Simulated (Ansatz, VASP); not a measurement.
# Cross-check of WC (Qusongite) between VASP and Ansatz

Aim: how closely do two programs agree when they are given the same cell, functional and k mesh? The cell is taken from a series of runs on this material, whose earlier steps may have relaxed, scaled, displaced or heated it; both programs get it as it stands.

Main program and level: Ansatz 0.2.0; plane waves, with VASP 6.6.1 beside it; zone-centre phonons at LDA.

### 1. Starting point

The structure is hexagonal, space group P-6m2 (No. 187). The conventional cell has a = 2.905 Å, b = 2.905 Å, c = 2.828 Å, α = 90.00°, β = 90.00°, γ = 120.00°. Nearest to C lie 6 W at 2.19 Å. Nearest to W lie 6 C at 2.19 Å. Farther neighbours are not listed.

Coordinates:

```
C W
1.0
     2.90475    0.00000    0.00000
    -1.45238    2.51559    0.00000
     0.00000    0.00000    2.82810
C W
1 1
Direct
  0.66667 0.33333 0.50000
  0.00000 0.00000 0.00000
```

### 2. VASP: zone-centre phonons, LDA

Second derivatives magnify differences that forces hide, and they need a tight electronic threshold.

Lines of VASP's logs that name or quote its potential files are left out, and so is its time.

Input file INCAR:

```
SYSTEM = WC
PREC = Accurate
ENCUT = 600
EDIFF = 1E-08
NELM = 120
ISMEAR = 1
SIGMA = 0.2
LREAL = .FALSE.
ALGO = Normal
GGA = CA
NBANDS = 11
LASPH = .TRUE.
LORBIT = 11
LWAVE = .FALSE.
LCHARG = .FALSE.
ISIF = 2
IBRION = 8
GGA_COMPAT = .FALSE.
KPAR = 2
```

Input file POSCAR:

```
WC
1.0
    2.9047515685      0.0000000000      0.0000000000
   -1.4523757843      2.5155886500      0.0000000000
    0.0000000000      0.0000000000      2.8281038370
C W
1 1
Direct
    0.6666666667      0.3333333333      0.5000000000
    0.0000000000      0.0000000000      0.0000000000
```

Input file KPOINTS:

```
Automatic mesh
0
Gamma
18 18 16
0 0 0
```

The projector-augmented-wave data sets are C and W (LDA family, release 64).

On the command line:

```bash
> mpirun -np 2 vasp_std
```

Numbers of over 12 decimals in the logs are rounded to 6 here.

What it wrote:

```text
[banner, memory and clock lines left out]
running    2 mpi-ranks, on    1 nodes
 distrk:  each k-point on    1 cores,    2 groups
 distr:  one band on    1 cores,    1 groups

 POSCAR found type information on POSCAR C W
 POSCAR found :  2 types and       2 ions
 LDA part: xc-table for (Slater(with rela. corr.)+CA(PZ))
 , standard interpolation
 POSCAR, INCAR and KPOINTS ok, starting setup
 FFT: planning ... GRIDC
 FFT: planning ... GRID_SOFT
 FFT: planning ... GRID
 WAVECAR not read
 entering main loop
       N       E                     dE             d eps       ncg     rms          rms(c)
DAV:   1     0.227174199117E+02    0.22717E+02   -0.54745E+03  7326   0.923E+02
DAV:   2    -0.261276854855E+02   -0.48845E+02   -0.46564E+02  8615   0.200E+02
DAV:   3    -0.279659181330E+02   -0.18382E+01   -0.18218E+01  9007   0.332E+01
DAV:   4    -0.279758827051E+02   -0.99646E-02   -0.99623E-02  8031   0.284E+00
DAV:   5    -0.279759158628E+02   -0.33158E-04   -0.33157E-04  8770   0.169E-01    0.338E+01
DAV:   6    -0.249469018099E+02    0.30290E+01   -0.14237E+01  8457   0.225E+01    0.104E+01
DAV:   7    -0.248541611991E+02    0.92741E-01   -0.74131E-01  7497   0.687E+00    0.819E+00
DAV:   8    -0.248083934167E+02    0.45768E-01   -0.12110E-01  8021   0.264E+00    0.248E+00
DAV:   9    -0.248014980600E+02    0.68954E-02   -0.16081E-02  7920   0.822E-01    0.110E-01
DAV:  10    -0.248013781904E+02    0.11987E-03   -0.75733E-04  8360   0.241E-01    0.142E-01
DAV:  11    -0.248013655613E+02    0.12629E-04   -0.68048E-05  8497   0.568E-02    0.724E-03
DAV:  12    -0.248013648775E+02    0.68386E-06   -0.40865E-06  8148   0.138E-02    0.922E-03
DAV:  13    -0.248013648406E+02    0.36914E-07   -0.29284E-07  8391   0.494E-03    0.920E-04
DAV:  14    -0.248013648391E+02    0.14957E-08   -0.91516E-09  4590   0.769E-04
   1 F= -.24801365E+02 E0= -.24801225E+02  d E =-.420892E-03
 Linear response reoptimize wavefunctions to high precision
DAV:   1    -0.248013648397E+02   -0.62005E-09   -0.20651E-09  7798   0.400E-04
DAV:   2    -0.248013648397E+02    0.13756E-10   -0.28106E-11  3831   0.450E-05
 Linear response DOF=           4
 Linear response progress:
  Degree of freedom:   1/  4
       N       E                     dE             d eps       ncg     rms          rms(c)
RMM:   1    -0.119690939697E+00   -0.11969E+00    0.22188E-02 73366   0.207E+00
RMM:   2    -0.115307026014E+00    0.43839E-02   -0.23301E-03 50459   0.437E-01    0.211E-01
RMM:   3    -0.115565234305E+00   -0.25821E-03   -0.48799E-04 47865   0.148E-01    0.111E-01
RMM:   4    -0.116345459121E+00   -0.78022E-03   -0.33935E-04 48225   0.117E-01    0.251E-02
RMM:   5    -0.116316127444E+00    0.29332E-04   -0.42941E-06 52465   0.180E-02    0.103E-03
RMM:   6    -0.116327940187E+00   -0.11813E-04   -0.17925E-07 52985   0.215E-03    0.452E-04
RMM:   7    -0.116324996736E+00    0.29435E-05    0.50836E-08 53367   0.351E-04    0.727E-05
RMM:   8    -0.116325120702E+00   -0.12397E-06    0.10029E-07 55188   0.615E-05    0.292E-05
RMM:   9    -0.116325031656E+00    0.89046E-07   -0.37196E-09 55400   0.161E-05    0.437E-06
RMM:  10    -0.116325016172E+00    0.15484E-07   -0.60779E-09 51498   0.444E-06    0.104E-06
RMM:  11    -0.116325013764E+00    0.24073E-08   -0.75225E-10 34932   0.276E-06    0.332E-07
 first order change of Fermi-energy   0.62255E-05
 force on displaced ion       1 direction 1 : -15.607   0.002   0.000
 Linear response progress:
  Degree of freedom:   2/  4
       N       E                     dE             d eps       ncg     rms          rms(c)
RMM:   1    -0.123757187420E+00   -0.12376E+00    0.32599E-02 25809   0.216E+00
RMM:   2    -0.119914028343E+00    0.38432E-02   -0.25889E-03 17872   0.468E-01    0.193E-01
RMM:   3    -0.119988172697E+00   -0.74144E-04   -0.85305E-04 16907   0.188E-01    0.926E-02
RMM:   4    -0.120873627407E+00   -0.88545E-03   -0.57395E-04 17382   0.141E-01    0.213E-02
RMM:   5    -0.120870083392E+00    0.35440E-05   -0.10940E-05 18370   0.222E-02    0.287E-03
RMM:   6    -0.120896215246E+00   -0.26132E-04   -0.63823E-07 18132   0.479E-03    0.517E-04
RMM:   7    -0.120896247935E+00   -0.32689E-07   -0.38004E-08 18895   0.631E-04    0.227E-04
RMM:   8    -0.120895234331E+00    0.10136E-05   -0.16509E-08 18996   0.967E-05    0.264E-05
RMM:   9    -0.120895172774E+00    0.61557E-07    0.10444E-08 19281   0.277E-05    0.829E-06
RMM:  10    -0.120895147965E+00    0.24809E-07   -0.82519E-10 19520   0.945E-06    0.625E-07
RMM:  11    -0.120895148305E+00   -0.33974E-09    0.24287E-09 14078   0.253E-06    0.325E-07
 first order change of Fermi-energy   0.25017E-03
 force on displaced ion       1 direction 3 :   0.000  -0.000 -13.983
 Linear response progress:
  Degree of freedom:   3/  4
       N       E                     dE             d eps       ncg     rms          rms(c)
RMM:   1    -0.110573061751E+00   -0.11057E+00   -0.85628E-02 64190   0.187E+00
RMM:   2    -0.107748867556E+00    0.28242E-02   -0.17434E-03 49586   0.324E-01    0.203E-01
RMM:   3    -0.106857600251E+00    0.89127E-03   -0.32111E-04 51749   0.110E-01    0.119E-01
RMM:   4    -0.106468483268E+00    0.38912E-03   -0.48653E-04 51777   0.135E-01    0.180E-02
RMM:   5    -0.106494677536E+00   -0.26194E-04    0.70661E-07 53784   0.146E-02    0.348E-03
RMM:   6    -0.106499563536E+00   -0.48860E-05   -0.10194E-07 53708   0.155E-03    0.112E-03
RMM:   7    -0.106500592914E+00   -0.10294E-05   -0.59088E-08 53987   0.682E-04    0.142E-04
RMM:   8    -0.106499905049E+00    0.68787E-06    0.91086E-08 55948   0.132E-04    0.212E-05
RMM:   9    -0.106499897760E+00    0.72889E-08   -0.39111E-09 55818   0.247E-05    0.512E-06
 first order change of Fermi-energy  -0.62224E-04
 force on displaced ion       2 direction 1 : -15.607   0.002   0.000
 Linear response progress:
  Degree of freedom:   4/  4
       N       E                     dE             d eps       ncg     rms          rms(c)
RMM:   1    -0.115762878851E+00   -0.11576E+00   -0.93932E-02 23529   0.192E+00
RMM:   2    -0.112010903056E+00    0.37520E-02   -0.22041E-03 17524   0.378E-01    0.170E-01
RMM:   3    -0.111407583652E+00    0.60332E-03   -0.21824E-04 18235   0.101E-01    0.941E-02
RMM:   4    -0.111333164898E+00    0.74419E-04   -0.34951E-04 18026   0.123E-01    0.133E-02
RMM:   5    -0.111354395742E+00   -0.21231E-04   -0.25840E-06 19059   0.128E-02    0.404E-03
RMM:   6    -0.111366597174E+00   -0.12201E-04    0.45743E-08 18978   0.156E-03    0.124E-03
RMM:   7    -0.111369409728E+00   -0.28126E-05    0.22098E-09 18957   0.681E-04    0.227E-04
RMM:   8    -0.111369402955E+00    0.67732E-08   -0.47309E-09 19556   0.109E-04    0.884E-05
 first order change of Fermi-energy  -0.44075E-03
 force on displaced ion       2 direction 3 :  -0.000   0.000 -13.988
 Linear response finished
```

Parts of OUTCAR (step 2):

```text
ion  position               nearest neighbor table
   1  0.667  0.333  0.500-   2 2.19   2 2.19   2 2.19   2 2.19   2 2.19   2 2.19
   2  0.000  0.000  0.000-   1 2.19   1 2.19   1 2.19   1 2.19   1 2.19   1 2.19

  LATTYP: Found a hexagonal cell.
 ALAT       =     2.9047515685
 C/A-ratio  =     0.9736129821

 Subroutine GETGRP returns: Found 12 space group operations
 (whereof 12 operations were pure point group operations)

The static configuration has the point symmetry D_3h.

 Found    333 irreducible k-points:

   k-points           NKPTS =    333   k-points in BZ     NKDIM =    333   number of bands    NBANDS=     11

   dimension x,y,z NGX =    24 NGY =   24 NGZ =   24
   dimension x,y,z NGXF=    48 NGYF=   48 NGZF=   48

   ENCUT  =  600.0 eV  44.10 Ry    6.64 a.u.   5.80  5.80  5.65*2*pi/ulx,y,z

   NELECT =      10.0000    total number of electrons

 k-points in reciprocal lattice and weights: Automatic mesh
   0.00000000  0.00000000  0.00000000       0.000
   0.05555556  0.00000000  0.00000000       0.001
   0.11111111  0.00000000  0.00000000       0.001
   0.16666667  0.00000000  0.00000000       0.001
   0.22222222  0.00000000  0.00000000       0.001
   0.27777778  0.00000000  0.00000000       0.001
   0.33333333  0.00000000  0.00000000       0.001
   0.38888889  0.00000000  0.00000000       0.001
   0.44444444  0.00000000  0.00000000       0.001
[...]
0.33333333  0.27777778  0.50000000       0.002
   0.33333333  0.33333333  0.50000000       0.000

 average (electrostatic) potential at core
       1 -50.1873       2 -37.5218

  Total       -1.0065336     -1.0065336     -0.9690931      0.0000000      0.0000000      0.0000000
  in kB      -78.0359819    -78.0359819    -75.1332391      0.0000000      0.0000000      0.0000000
  external PRESSURE =     -77.0684010 kB  Pullay stress =       0.0000000 kB

  energy-cutoff  :      600.00
  volume of cell :       20.67
      direct lattice vectors                 reciprocal lattice vectors
     2.904751569  0.000000000  0.000000000     0.344263520  0.198760636  0.000000000
    -1.452375784  2.515588650  0.000000000     0.000000000  0.397521272  0.000000000
     0.000000000  0.000000000  2.828103837     0.000000000  0.000000000  0.353593806

 POSITION                                       TOTAL-FORCE (eV/Angst)
 -----------------------------------------------------------------------------------
      1.45238      0.83853      1.41405         0.000000      0.000000      0.000000
      0.00000      0.00000      0.00000        -0.000000      0.000000      0.000000
 -----------------------------------------------------------------------------------
    total drift:                               -0.000000      0.000000      0.000000

 Eigenvectors and eigenvalues of the dynamical matrix
 ----------------------------------------------------

   1 f  =   18.393662 THz   115.570789 2PiTHz  613.546533 cm-1    76.070041 meV
             X         Y         Z           dx          dy          dz
      1.452376  0.838530  1.414052     0.709868   -0.659365    0.000000
      0.000000  0.000000  0.000000    -0.181441    0.168532    0.000000

   2 f  =   18.393662 THz   115.570789 2PiTHz  613.546533 cm-1    76.070041 meV
             X         Y         Z           dx          dy          dz
      1.452376  0.838530  1.414052    -0.659365   -0.709868   -0.000000
      0.000000  0.000000  0.000000     0.168532    0.181441    0.000000

   3 f  =   17.410214 THz   109.391603 2PiTHz  580.742240 cm-1    72.002829 meV
             X         Y         Z           dx          dy          dz
      1.452376  0.838530  1.414052    -0.000000    0.000000    0.968842
      0.000000  0.000000  0.000000     0.000000    0.000000   -0.247678

   4 f/i=    0.000004 THz     0.000026 2PiTHz    0.000140 cm-1     0.000017 meV
             X         Y         Z           dx          dy          dz
      1.452376  0.838530  1.414052    -0.218372    0.116780    0.000000
      0.000000  0.000000  0.000000    -0.854358    0.456890    0.000000

   5 f/i=    0.000004 THz     0.000026 2PiTHz    0.000140 cm-1     0.000017 meV
             X         Y         Z           dx          dy          dz
      1.452376  0.838530  1.414052    -0.116780   -0.218372    0.000000
      0.000000  0.000000  0.000000    -0.456890   -0.854358    0.000000

   6 f/i=    0.000740 THz     0.004650 2PiTHz    0.024686 cm-1     0.003061 meV
             X         Y         Z           dx          dy          dz
      1.452376  0.838530  1.414052     0.000000    0.000000   -0.247678
      0.000000  0.000000  0.000000    -0.000000    0.000000   -0.968842

 ELASTIC MODULI CONTR FROM IONIC RELAXATION (kBar)
 Direction    XX          YY          ZZ          XY          YZ          ZX
 --------------------------------------------------------------------------------
 XX        -133.5856    133.5856     -0.0000      0.0000      0.0000      0.0000
 YY         133.5856   -133.5856      0.0000      0.0000     -0.0000     -0.0000
 ZZ          -0.0000     -0.0000     -0.0000      0.0000      0.0000      0.0000
 XY           0.0000      0.0000      0.0000   -133.5856      0.0000      0.0000
 YZ           0.0000     -0.0000      0.0000      0.0000     -0.0000     -0.0000
 ZX           0.0000     -0.0000      0.0000      0.0000     -0.0000     -0.0000
 --------------------------------------------------------------------------------
```

Energies printed during the response cycles are not total energies of the cell. The data set W keeps the semicore shell frozen, which is cheaper and a little less accurate.

(Continued in part 2 of 2.)

[Lines on the potential files, build, host, timing and source positions are cut from VASP's logs without a mark.]

[Logs are printed without paths, hosts, clocks, repeated set-up lines and the standing remarks that a program may print on its own settings, such as how far it seeks lower states.]

[Hosts, paths, dates, database ids (printed as entryN), source tags and the programs' standing remarks are cut or masked in the printed files.]
